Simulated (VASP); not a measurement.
Runs of VASP 6.6.1 on Cu. It takes space group Fm-3m (No. 225, cubic). The conventional cell has a = 3.650 Å, b = 3.650 Å, c = 3.650 Å, α = 90.00°, β = 90.00°, γ = 90.00°. Cu (site symmetry m-3m) is surrounded by 12 Cu at 2.58 Å. 

| task | level | potentials or basis | cell | k mesh | cutoff (eV) | mesh quality | gap on the mesh (eV) | pressure (GPa) | relaxed volume (Å³/atom) |
| --- | --- | --- | --- | --- | --- | --- | --- | --- | --- |
| single point | PBEsol | VASP PAW PBE potentials, release 64 (Cu) | as given | 20 × 20 × 20 | 520 | not flagged | none | -9.3 | - |
| relaxation of cell and atoms | PBEsol | VASP PAW PBE potentials, release 64 (Cu) | relaxed | 8 × 8 × 8 | 600 | coarse | none | -0.1 | (a) |
| relaxation of cell and atoms | PBEsol | VASP PAW PBE potentials, release 64 (Cu) | relaxed | 20 × 20 × 20 | 580 | not flagged | none | -0.1 | 11.38 |
| relaxation of cell and atoms | PBEsol | VASP PAW PBE potentials, release 64 (Cu) | relaxed | 20 × 20 × 20 | 480 | not flagged | none | -0.1 | 11.37 |
| relaxation of cell and atoms | PBEsol | VASP PAW PBE potentials, release 64 (Cu) | relaxed | 20 × 20 × 20 | 600 | not flagged | none | 0.0 | 11.38 |
| relaxation of cell and atoms | LDA | VASP PAW LDA potentials, release 64 (Cu) | relaxed | 20 × 20 × 20 | 600 | not flagged | none | 0.0 | (b) |
| relaxation of cell and atoms | RPBE | VASP PAW PBE potentials, release 64 (Cu) | relaxed | 20 × 20 × 20 | 600 | not flagged | none | 0.0 | 12.46 |

Alike in all rows: no spin polarisation; smearing gaussian 0.1 eV.

Fill in the values left out.

(a) 11.44; (b) 10.95.

Caveats: some runs use coarse meshes; the PAW data sets were made with another functional, which shifts forces and pressure a little (some runs).

A gap of «none» marks a metal or a gap under the smearing width.

Runs at the PBE level aren't shown here.
